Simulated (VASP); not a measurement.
## Which magnetic order does zigzag Ti chain, bond 2.521 A take?

Aim: compare collinear orders of zigzag Ti chain, bond 2.521 A.

Method: PBE, spin-polarised, from parallel moments; plane waves and PAW (Ti), in the first sound run; inputs show where later runs differ, in VASP 6.6.1.

## (1) The starting structure

The cell holds 4 atoms: 4 Ti. Cell: a = 12.000 Å, b = 12.000 Å, c = 6.050 Å, α = 90.0°, β = 90.0°, γ = 90.0°. It derives from Ti (zigzag Ti chain, bond 2.521 A), repeated 1×1×2. model lattice. Vacuum lies along a and b. The structure's axis is c.

As a file:

```cif
data_structure
_symmetry_space_group_name_H-M 'P 1'
_symmetry_Int_Tables_number 1
_cell_length_a 12.0000
_cell_length_b 12.0000
_cell_length_c 6.0504
_cell_angle_alpha 90.000
_cell_angle_beta 90.000
_cell_angle_gamma 90.000
_cell_volume 871.26
loop_
_atom_site_label
_atom_site_type_symbol
_atom_site_fract_x
_atom_site_fract_y
_atom_site_fract_z
_atom_site_occupancy
Ti1 Ti 0.41597 0.50000 0.00000 1
Ti2 Ti 0.41597 0.50000 0.50000 1
Ti3 Ti 0.58403 0.50000 0.25000 1
Ti4 Ti 0.58403 0.50000 0.75000 1
```

## (2) Magnetic order, start order fm, signs ++++

Each run starts from other signs of the moments at the same geometry and cutoff; gentle mixing helps it keep them. Any wave vector in a name is a fraction of the reciprocal vectors of the first cell as typed.

Input file INCAR:

```
SYSTEM = Ti
PREC = Normal
ENCUT = 350
EDIFF = 1E-06
NELM = 150
ISMEAR = 1
SIGMA = 0.1
LREAL = .FALSE.
ALGO = Normal
GGA = PE
NBANDS = 22
ISPIN = 2
MAGMOM = 1 1 1 1
LMAXMIX = 4
LORBIT = 11
LWAVE = .FALSE.
LCHARG = .TRUE.
NCORE = 2
AMIX = 0.2
BMIX = 1E-04
AMIX_MAG = 0.8
BMIX_MAG = 1E-04
```

Input file POSCAR:

```
Ti
1.0
   12.0000000000      0.0000000000      0.0000000000
    0.0000000000     12.0000000000      0.0000000000
    0.0000000000      0.0000000000      6.0504000000
Ti
4
Direct
    0.4159666667      0.5000000000      0.0000000000
    0.4159666667      0.5000000000      0.5000000000
    0.5840333333      0.5000000000      0.2500000000
    0.5840333333      0.5000000000      0.7500000000
```

Input file KPOINTS:

```
Automatic mesh
0
Gamma
1 1 7
0 0 0
```

PAW data sets: Ti (PBE family, release 64).

Started as:

```sh
$ mpirun -np 2 vasp_std
```

What it wrote:

```text
[banner, memory and clock lines left out]
running    2 mpi-ranks, on    1 nodes
 distrk:  each k-point on    2 cores,    1 groups
 distr:  one band on    2 cores,    1 groups

 POSCAR found type information on POSCAR Ti
 POSCAR found :  1 types and       4 ions
 LDA part: xc-table for (Slater+PW92), standard interpolation
 POSCAR, INCAR and KPOINTS ok, starting setup
 FFT: planning ... GRIDC
 FFT: planning ... GRID_SOFT
 FFT: planning ... GRID
 WAVECAR not read
 entering main loop
       N       E                     dE             d eps       ncg     rms          rms(c)
DAV:   1     0.355183752367E+02    0.35518E+02   -0.26401E+03   352   0.305E+02
DAV:   2    -0.175600850786E+02   -0.53078E+02   -0.43762E+02   402   0.720E+01
DAV:   3    -0.245557089549E+02   -0.69956E+01   -0.64155E+01   522   0.253E+01
DAV:   4    -0.248523492406E+02   -0.29664E+00   -0.29081E+00   490   0.631E+00
DAV:   5    -0.248615293853E+02   -0.91801E-02   -0.91609E-02   502   0.894E-01    0.147E+01
DAV:   6    -0.223497195879E+02    0.25118E+01   -0.22632E+00   412   0.635E+00    0.950E+00
DAV:   7    -0.209923751226E+02    0.13573E+01   -0.60639E+00   416   0.112E+01    0.232E+00
DAV:   8    -0.208774344380E+02    0.11494E+00   -0.34201E-01   480   0.200E+00    0.133E+00
DAV:   9    -0.208468019937E+02    0.30632E-01   -0.43827E-02   464   0.697E-01    0.913E-01
DAV:  10    -0.208352864787E+02    0.11516E-01   -0.32123E-02   448   0.617E-01    0.437E-01
DAV:  11    -0.208398378217E+02   -0.45513E-02   -0.30828E-03   418   0.216E-01    0.207E-01
DAV:  12    -0.208406662274E+02   -0.82841E-03   -0.17183E-03   482   0.127E-01    0.117E-01
DAV:  13    -0.208414590573E+02   -0.79283E-03   -0.16759E-03   440   0.117E-01    0.766E-02
DAV:  14    -0.208419529275E+02   -0.49387E-03   -0.11066E-03   518   0.863E-02    0.669E-02
DAV:  15    -0.208421610148E+02   -0.20809E-03   -0.45673E-04   510   0.604E-02    0.376E-02
DAV:  16    -0.208422472015E+02   -0.86187E-04   -0.62789E-04   468   0.615E-02    0.251E-02
DAV:  17    -0.208422297284E+02    0.17473E-04   -0.21871E-04   520   0.380E-02    0.104E-02
DAV:  18    -0.208422383544E+02   -0.86260E-05   -0.39994E-05   430   0.179E-02    0.826E-03
DAV:  19    -0.208422400653E+02   -0.17109E-05   -0.50902E-06   494   0.722E-03    0.364E-03
DAV:  20    -0.208422412485E+02   -0.11832E-05   -0.40339E-06   436   0.493E-03    0.219E-03
DAV:  21    -0.208422414392E+02   -0.19075E-06   -0.47058E-07   298   0.234E-03
   1 F= -.20842241E+02 E0= -.20842403E+02  d E =0.485026E-03  mag=     1.1019
```

The job ended after 31 s (2 MPI ranks of AMD EPYC 7R43, shared host; peak memory 0.43 GiB; 61 s of CPU time).

The logs omit lines about the potential files and the build; timing stands in the text.

From OUTCAR (step 2):

```text
ion  position               nearest neighbor table
   1  0.416  0.500  0.000-   3 2.52   4 2.52   2 3.03   2 3.03
   2  0.416  0.500  0.500-   3 2.52   4 2.52   1 3.03   1 3.03
   3  0.584  0.500  0.250-   1 2.52   2 2.52   4 3.03   4 3.03
   4  0.584  0.500  0.750-   1 2.52   2 2.52   3 3.03   3 3.03

  LATTYP: Found a simple tetragonal cell.
 ALAT       =    12.0000000000
 C/A-ratio  =     0.5042000000

 Subroutine GETGRP returns: Found  8 space group operations
 (whereof  4 operations were pure point group operations)

The static configuration has the point symmetry C_2v.
 The point group associated with its full space group is D_2h.

 Found      4 irreducible k-points:

   k-points           NKPTS =      4   k-points in BZ     NKDIM =      4   number of bands    NBANDS=     22

   dimension x,y,z NGX =    56 NGY =   56 NGZ =   28
   dimension x,y,z NGXF=   112 NGYF=  112 NGZF=   56

   ENCUT  =  350.0 eV  25.72 Ry    5.07 a.u.  18.31 18.31  9.23*2*pi/ulx,y,z

   NELECT =      16.0000    total number of electrons

 k-points in reciprocal lattice and weights: Automatic mesh
   0.00000000  0.00000000  0.00000000       0.143
   0.00000000  0.00000000  0.14285714       0.286
   0.00000000  0.00000000  0.28571429       0.286
   0.00000000  0.00000000  0.42857143       0.286

 average (electrostatic) potential at core
       1 -32.5726       2 -32.5726       3 -32.5726       4 -32.5726

 E-fermi :  -2.8129

 spin component 1
 k-point     1 :       0.0000    0.0000    0.0000
  band No.  band energies     occupation
    ...
      4      -3.4183      1.00000
      5      -3.3207      1.00000
      6      -3.3207      1.00000
      7      -3.2135      1.00000
      8      -3.0045      1.01039
      9      -2.7713      0.17896
     10      -2.1945     -0.00000
     11      -1.8811     -0.00000
     12      -1.8811     -0.00000
     13      -1.8329     -0.00000
    ...

 k-point     2 :       0.0000    0.0000    0.1429
  band No.  band energies     occupation
    ...
      5      -3.3534      1.00000
      6      -3.2122      1.00000
      7      -3.2111      1.00000
      8      -2.9592      1.02930
      9      -2.8677      0.89525
     10      -2.2305     -0.00000
     11      -2.0962     -0.00000
     12      -1.9240     -0.00000
     13      -1.9016     -0.00000
     14      -1.8225     -0.00000
    ...

 k-point     3 :       0.0000    0.0000    0.2857
  band No.  band energies     occupation
    ...
      5      -3.3339      1.00000
      6      -3.2122      1.00000
      7      -3.0587      1.00140
      8      -3.0290      1.00461
      9      -2.8312      0.65181
     10      -2.4601     -0.00000
     11      -2.3497     -0.00000
     12      -2.1907     -0.00000
     13      -1.8888     -0.00000
     14      -1.8153     -0.00000
    ...

 k-point     4 :       0.0000    0.0000    0.4286
  band No.  band energies     occupation
    ...
      4      -3.4194      1.00000
      5      -3.2819      1.00000
      6      -3.2423      1.00000
      7      -3.2342      1.00000
      8      -2.9709      1.02400
      9      -2.7816      0.24869
     10      -2.6495     -0.02150
     11      -2.4919     -0.00003
     12      -2.4917     -0.00003
     13      -1.7896     -0.00000
    ...

 spin component 2
 k-point     1 :       0.0000    0.0000    0.0000
  band No.  band energies     occupation
    ...
      3      -3.2920      1.00000
      4      -3.2920      1.00000
      5      -3.2287      1.00000
      6      -3.2287      1.00000
      7      -3.1234      1.00005
      8      -2.6814     -0.03435
      9      -2.5741     -0.00188
     10      -2.0857     -0.00000
     11      -1.7030     -0.00000
     12      -1.7030     -0.00000
    ...

 k-point     2 :       0.0000    0.0000    0.1429
  band No.  band energies     occupation
    ...
      3      -3.3611      1.00000
      4      -3.2652      1.00000
      5      -3.2325      1.00000
      6      -3.1209      1.00006
      7      -3.1183      1.00007
      8      -2.6912     -0.03545
      9      -2.6347     -0.01510
     10      -2.0320     -0.00000
     11      -1.9554     -0.00000
     12      -1.8022     -0.00000
    ...

  Total       -2.0846444      0.0048655    -10.7797148      0.0000000      0.0000000      0.0000000
  in kB       -3.8335045      0.0089473    -19.8230864      0.0000000      0.0000000      0.0000000
  external PRESSURE =      -7.8825479 kB  Pullay stress =       0.0000000 kB

  energy-cutoff  :      350.00
  volume of cell :      871.26
      direct lattice vectors                 reciprocal lattice vectors
    12.000000000  0.000000000  0.000000000     0.083333333  0.000000000  0.000000000
     0.000000000 12.000000000  0.000000000     0.000000000  0.083333333  0.000000000
     0.000000000  0.000000000  6.050400000     0.000000000  0.000000000  0.165278329

 POSITION                                       TOTAL-FORCE (eV/Angst)
 -----------------------------------------------------------------------------------
      4.99160      6.00000      0.00000         0.536791      0.000000      0.000000
      4.99160      6.00000      3.02520         0.536791     -0.000000      0.000000
      7.00840      6.00000      1.51260        -0.536791      0.000000     -0.000000
      7.00840      6.00000      4.53780        -0.536791      0.000000     -0.000000
 -----------------------------------------------------------------------------------
    total drift:                                0.000000      0.000000      0.000000

  FREE ENERGIE OF THE ION-ELECTRON SYSTEM (eV)
  ---------------------------------------------------
  free  energy   TOTEN  =       -20.8422414392 eV

  energy  without entropy=      -20.8427264653  energy(sigma->0) =      -20.84240311

 total charge
# of ion       s       p       d       tot
------------------------------------------
    1        0.525   0.259   2.391   3.175
    2        0.525   0.259   2.391   3.175
    3        0.525   0.259   2.391   3.175
    4        0.525   0.259   2.391   3.175
--------------------------------------------------
tot          2.101   1.037   9.563  12.701

 magnetization (x)
# of ion       s       p       d       tot
------------------------------------------
    1        0.007   0.008   0.173   0.188
    2        0.007   0.008   0.173   0.188
    3        0.007   0.008   0.173   0.188
    4        0.007   0.008   0.173   0.188
--------------------------------------------------
tot          0.027   0.032   0.692   0.751

[... 2 further parts left out ...]
```

The data set Ti keeps the semicore shell frozen, which is cheaper and a little less accurate.

This step gave:

* electronic cycles: 21
* electrons: 16
* free energy (TOTEN): -20.84 eV
* energy at zero smearing: -20.84 eV
* Fermi energy: -2.813 eV
* moment of the cell, from the last line of the log: 1.102 μB
* labelled metallic, from the levels on this mesh: yes

Spin moment in the PAW sphere by atom:

| atom | spin moment in the PAW sphere (μB) |
| --- | --- |
| Ti1 | 0.188 |
| Ti2 | 0.188 |
| Ti3 | 0.188 |
| Ti4 | 0.188 |

Force by atom:

| atom | x (eV/Å) | y (eV/Å) | z (eV/Å) | size |
| --- | --- | --- | --- | --- |
| Ti1 | 0.537 | 0.000 | 0.000 | 0.537 |
| Ti2 | 0.537 | 0.000 | 0.000 | 0.537 |
| Ti3 | -0.537 | 0.000 | 0.000 | 0.537 |
| Ti4 | -0.537 | 0.000 | 0.000 | 0.537 |

Spin density in the ca plane at fractional y = 0.500, with atoms of Ti within 0.2 Å of it.

Ten even steps from '0' (0.00 × 1e-2 e/Å³) to '9' (8.68 × 1e-2 e/Å³), each cell a mean:
```
00000000000000000
00000000000000000
00000000000000000
00000000000000000
00000000000000000
00000000000000000
00000000000000000
00011100000111100
01134311001244210
01479741012599521
01357631012477421
11123211111122111
43111113442111123
96310136985200248
75210125763100136
32100012321000012
10000000100000000
00000000000000000
00000000000000000
00000000000000000
00000000000000000
00000000000000000
00000000000000000
00000000000000000
```
Columns run along c (6.1 Å), rows up along a (12.0 Å). Atoms in or near the plane, at fractional coordinates: Ti at (0.00, 0.42), Ti at (0.50, 0.42), Ti at (0.25, 0.58), Ti at (0.75, 0.58).

Valence density in the ca plane at fractional y = 0.500, with atoms of Ti within 0.2 Å of it. It is the smooth field of the valence electrons, not physical close to the nuclei.

Ten even steps from '_' (0.0 e/Å³) to '@' (1.2 e/Å³), each cell a mean:
```
__________________________________
__________________________________
__________________________________
__________________________________
__________________________________
__________________________________
__________________________________
__________________________________
__....--++--....____..::====::..__
....--##@@##--......::++@@@@++::..
..::::++**++::::....::--****==::..
::::::::::::::::::::::::::::::::::
----::::::::::------::::::::::::--
%%++::......::++%%##==::....::--##
%%++::......::++%%##--........--##
::....______....::::..________..::
__________________________________
__________________________________
__________________________________
__________________________________
__________________________________
__________________________________
__________________________________
__________________________________
```
Columns run along c (6.1 Å), rows up along a (12.0 Å). Atoms in or near the plane, at fractional coordinates: Ti at (0.00, 0.42), Ti at (0.50, 0.42), Ti at (0.25, 0.58), Ti at (0.75, 0.58).

The largest moment at the end is 0.19 μB, and the moments of the cell sum to 1.10 μB.

(Part 1 of 3 ends here.)

[Lines on the potential files, build, host, timing and source positions are cut from VASP's logs without a mark.]

[Logs are printed without paths, hosts, clocks, repeated set-up lines and the standing remarks that a program may print on its own settings, such as how far it seeks lower states.]

[Hosts, paths, dates, database ids (printed as entryN), source tags and the programs' standing remarks are cut or masked in the printed files.]

[In band tables of VASP the shares of atoms and orbitals are scaled to a sum of 1 inside the atoms' spheres.]

[Runs that stopped without an error message from VASP are left out.]
